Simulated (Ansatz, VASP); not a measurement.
# Cross-check of SnSe (puckered SnSe monolayer) between VASP and Ansatz, part 2 of 2

Wanted: the spread between two codes on one cell, functional and k mesh. The cell is taken from a series of runs on this material, whose earlier steps may have relaxed, scaled, displaced or heated it; both programs get it as it stands.

VASP 6.6.1 and Ansatz 0.2.0.

So far: The structure; Ansatz: single point, PBE with D3(BJ); VASP: single point, PBE with D3(BJ); Comparison.

## 5. VASP: single point, PBE, spin-orbit coupling

Level of this step: PBE, spin-orbit coupling; plane waves and PAW (Sn_d, Se) (VASP).

A single point gives forces, pressure and levels at one fixed geometry, so differences don't come from the geometry; what else differs is listed under the comparison.

Contents of INCAR:

```
SYSTEM = SnSe
PREC = Accurate
ENCUT = 400
EDIFF = 1E-06
NELM = 200
ISMEAR = -1
SIGMA = 0.02585
LREAL = .FALSE.
ALGO = Normal
GGA = PE
LNONCOLLINEAR = .TRUE.
MAGMOM = 0 0 0 0 0 0 0 0 0 0 0 0
NBANDS = 52
GGA_COMPAT = .FALSE.
LASPH = .TRUE.
LSORBIT = .TRUE.
LORBIT = 11
LWAVE = .FALSE.
LCHARG = .FALSE.
ISIF = 2
LDIPOL = .TRUE.
IDIPOL = 3
DIPOL = 0.5 0.5 0.5
LVHAR = .TRUE.
EFERMI = MIDGAP
NELMDL = -8
KPAR = 2
```

Contents of POSCAR:

```
SnSe
1.0
    4.5096162814      0.0000000000      0.0000000000
    0.0000000000      4.2634163485      0.0000000000
    0.0000000000      0.0000000000     20.8659705516
Sn Se
2 2
Direct
    0.0384357547      1.0000000000      0.4313242932
    0.5384357547      0.5000000000      0.5686757068
    0.4615642453      0.5000000000      0.4391222825
    0.9615642453      1.0000000000      0.5608777175
```

Contents of KPOINTS:

```
Automatic mesh
0
Gamma
8 8 1
0 0 0
```

PAW data sets: Sn_d and Se (PBE family, release 64).

Command:

```console
$ mpirun -np 2 vasp_ncl
```

Numbers of over 12 decimals in the logs are rounded to 6 here.

The program printed:

```text
[... set-up lines as in an earlier step ...]
 entering main loop
       N       E                     dE             d eps       ncg     rms          rms(c)
DAV:   1     0.289492848036E+03    0.28949E+03   -0.15347E+04  5168   0.107E+03
DAV:   2     0.212677066995E+02   -0.26823E+03   -0.26031E+03  4960   0.271E+02
DAV:   3    -0.150029338957E+02   -0.36271E+02   -0.35641E+02  5168   0.120E+02
DAV:   4    -0.168462521286E+02   -0.18433E+01   -0.18234E+01  4820   0.296E+01
[...]
DAV:  25    -0.163856048412E+02   -0.76414E-05   -0.35488E-07  3420   0.108E-03    0.172E-04
DAV:  26    -0.163856074990E+02   -0.26578E-05   -0.61314E-08  3176   0.700E-04    0.122E-04
DAV:  27    -0.163856083118E+02   -0.81281E-06   -0.23406E-08  3092   0.382E-04
   1 F= -.16385608E+02 E0= -.16385608E+02  d E =-.927366E-11  mag=    -0.0000     0.0000     0.0000
```

Parts of OUTCAR (step 5):

```text
  Total       -0.1934144     -0.1607208     -0.0104717      0.0000000      0.0000000      0.0000000
  in kB       -0.7724376     -0.6418694     -0.0418206      0.0000000      0.0000000      0.0000000
  external PRESSURE =      -0.4853759 kB  Pullay stress =       0.0000000 kB

 POSITION                                       TOTAL-FORCE (eV/Angst)
 -----------------------------------------------------------------------------------
      0.17333      0.00000      9.00000        -0.020948      0.000000      0.034914
      2.42814      2.13171     11.86597        -0.020948      0.000000     -0.034914
      2.08148      2.13171      9.16271         0.020948      0.000000     -0.052574
      4.33629      0.00000     11.70326         0.020948      0.000000      0.052574
 -----------------------------------------------------------------------------------
    total drift:                               -0.002263      0.000000      0.000000

  FREE ENERGIE OF THE ION-ELECTRON SYSTEM (eV)
  ---------------------------------------------------
  free  energy   TOTEN  =       -16.3856083118 eV

  energy  without entropy=      -16.3856083118  energy(sigma->0) =      -16.38560831

 magnetization (x)
# of ion       s       p       d       tot
------------------------------------------
    1        0.000   0.000   0.000   0.000
    2        0.000   0.000   0.000   0.000
    3        0.000   0.000   0.000   0.000
    4        0.000   0.000   0.000   0.000
--------------------------------------------------
tot          0.000   0.000   0.000   0.000

 magnetization (y)
# of ion       s       p       d       tot
------------------------------------------
    1       -0.000  -0.000   0.000  -0.000
    2        0.000   0.000  -0.000   0.000
    3        0.000  -0.000   0.000  -0.000
    4       -0.000   0.000  -0.000   0.000
--------------------------------------------------
tot          0.000   0.000   0.000   0.000

 magnetization (z)
# of ion       s       p       d       tot
------------------------------------------
    1        0.000   0.000   0.000   0.000
    2        0.000   0.000   0.000   0.000
    3        0.000   0.000   0.000   0.000
    4        0.000   0.000   0.000   0.000
--------------------------------------------------
tot          0.000   0.000   0.000   0.000

[... 1 part as in an earlier step ...]

[... 2 further parts left out ...]
[key lines of the parts left out:]
E-fermi :  -1.3134
```

## 6. Ansatz: single point, PBE, spin-orbit coupling

The same cell, functional, mesh and smearing now go to Ansatz, which takes its cutoff from its data sets.

The cell is taken from a series of runs on this material, whose earlier steps may have relaxed, scaled, displaced or heated it; both programs get it as it stands.

Contents of input.yaml:

```yaml
crystal:
  lattice:
    - [4.5096162814, 0.0, 0.0]
    - [0.0, 4.2634163485, 0.0]
    - [0.0, 0.0, 20.8659705516]
  atoms:
    - { symbol: Sn, position: [0.0384357547, 0.0, 0.4313242932] }
    - { symbol: Se, position: [0.4615642453, 0.5, 0.4391222825] }
    - { symbol: Se, position: [0.9615642453, 0.0, 0.5608777175] }
    - { symbol: Sn, position: [0.5384357547, 0.5, 0.5686757068] }
kpoints:
  mp_grid: { grid: [8, 8, 1] }
  band_path: { path: [[0, 0, 0], [0.12, 0, 0]], npoints: 24 }
hamiltonian:
  xc: pbe
  pseudopotentials: { kind: paw_fr }
magnetization:
  noncollinear: true
  spin_orbit: true
scf:
  occupations: { method: fermi_dirac, width: 0.02585 }
  convergence: { dr2_threshold: 1.0e-09 }
efield:
  axis: 3
  dipole_correction: true
  ramp_position: 0.97
  ramp_width: 0.06
  amplitude: 0
output:
  write_potential: true
  write_density: true
  volumetric_format: npy
```

Command:

```console
$ ansatz run input.yaml --threads 4 --pin off --max-ram 6144MiB --backend cpu --events-out ev --progress --plain --runs-dir out
```

The program printed:

```text
[...]
non-collinear run that drives no moment, with spin-orbit: no starting moment large enough to seed its density (crystal.atoms[].spin), no starting occupations that ask for one, no magnetisation constraint and no magnetic field, so the semilocal B_xc is pinned to zero
Crystal: 4 atoms, lattice volume = 401.177 Å³
[...]
k-point 1: bands = [... 56 lower, -2.3840, -2.1557, -1.3204, -1.3083, 0.6400, 0.6431, 2.0985, 2.3310, ... 8 higher]
  k-point 2: bands = [... 56 lower, -1.9089, -1.6910, -1.5411, -1.4917, 0.8349, 0.8459, 1.1616, 1.1959, ... 8 higher]
  k-point 24: bands = [... 56 lower, -2.5099, -2.5099, -2.4054, -2.4054, 2.2467, 2.2467, 2.3172, 2.3172, ... 8 higher]
[key lines of the parts left out:]
SCF converged after 11 iterations
Magnetization: |M| = 0.0000 μB,  M = (+0.0000, +0.0000, +0.0000) μB
Free energy (F): -22992.749828 eV
Fermi energy:    -0.365034 eV
Dipole field:    D = 0.000000 V/Å  (p = 0.000001 e·Å, saw-weighted, corrected)
Work function:   Φ+ = 3.9118 eV   Φ− = 3.9118 eV
```

## 7. Comparison

What differs besides the data sets and the points named for the pairs above, as far as they apply: spin-orbit coupling enters by fully relativistic files in Ansatz and inside the spheres in VASP; the data sets hold 60 valence electrons in Ansatz (on its fully relativistic PAW (standard-fr) files) and 40 in VASP. Total energies have different zeros and are not compared.

Compared:

```csv
quantity,Ansatz,VASP,difference
gap on the k mesh (eV),1.175,1.176,-0.001
```

A gap on the mesh is an upper bound, since the band edges may lie between its points. With vacuum in the cell, a pressure given here is an average over mostly empty space and none of the material.

## 8. Results

```json
{
  "difference in gap on the k mesh (single point, PBE with D3(BJ))": "0.0031 eV",
  "difference in gap on the k mesh (single point, PBE, spin-orbit coupling)": "-7.3e-4 eV"
}
```

What this shows: The difference in gap on the k mesh is 0.0031 eV (single point, PBE with D3(BJ)), within the 0.08 eV picked in this series as the mark of a large difference. The data sets hold unlike numbers of valence electrons (60 in Ansatz and 40 in VASP), so part of the differences comes from the potentials. How closely two codes agree says nothing of how well the functional describes the real material.

[Lines on the potential files, build, host, timing and source positions are cut from VASP's logs without a mark.]

[Logs are printed without paths, hosts, clocks, repeated set-up lines and the standing remarks that a program may print on its own settings, such as how far it seeks lower states.]

[Hosts, paths, dates, database ids (printed as entryN), source tags and the programs' standing remarks are cut or masked in the printed files.]
